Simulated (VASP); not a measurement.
Energy against volume of W (bcc). Computed with PBE GGA with D4 dispersion, VASP's PBE PAW potentials (set 64) (plane waves; VASP). Numerical set-up: 520 eV cut-off, 16×16×16 Γ-centred mesh, first-order Methfessel-Paxton smearing of 0.10 eV, potentials W_sv.

| V (Å³/atom) | E (eV/atom) |
|---|---|
| 15.355 | -13.65968 |
| 15.830 | -13.67312 |
| 16.305 | -13.65807 |
| 16.780 | -13.61906 |

**Question.** Fit these four points and predict the energy of the run at 14.880 Å³/atom.

**Answer.** A cubic in V^(−2/3), the third-order Birch-Murnaghan form, passes through the four points with V0 = 15.80 Å³/atom and B0 = 322 GPa, and gives -13.6124 eV/atom there. The run gave -13.6127 eV/atom, -0.3 meV/atom from the fit; all five points give B0 = 321 GPa.

The compound is W in the bcc structure. It was relaxed first.
